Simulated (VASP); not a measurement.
Cu:

```
CELL_PARAMETERS angstrom
0.00000 1.81500 1.81500
1.81500 0.00000 1.81500
1.81500 1.81500 0.00000
ATOMIC_POSITIONS crystal
Cu 0.00000 0.00000 0.00000
```

The cell was built by a generator and needn't be a form met in nature.

```yaml
Program: VASP 6.6.1
Task: relaxation of cell and atoms
Functional: r2SCAN
Potentials_or_basis: VASP PAW PBE potentials, release 64 (Cu)
Cutoff: 600 eV
k_mesh: 24 × 24 × 24
Occupations: methfessel-paxton, width 0.2 eV
Spin: no spin polarisation
```

At the start: pressure -5.9 GPa; volume 11.96 Å³/atom.

Problem. Where does the relaxation end?

Solution. Over 3 steps the energy falls by 8.8 meV/atom and the volume is 11.49 Å³/atom (-3.9 %); space group Fm-3m (No. 225, to 0.05 Å).

The path:
```csv
step,energy change (eV),largest force (eV/Å),pressure (GPa),volume (Å³)
1,0.0000,0.0000,-5.88,11.96
2,-0.0054,0.0000,4.04,11.21
3,-0.0088,0.0000,-0.10,11.49
```

Final structure:
```
CELL_PARAMETERS angstrom
0.00000 1.79109 1.79109
1.79109 0.00000 1.79109
1.79109 1.79109 0.00000
ATOMIC_POSITIONS crystal
Cu 0.00000 0.00000 0.00000
```

Caveat: the PAW data sets were made with another functional, which shifts forces and pressure a little.
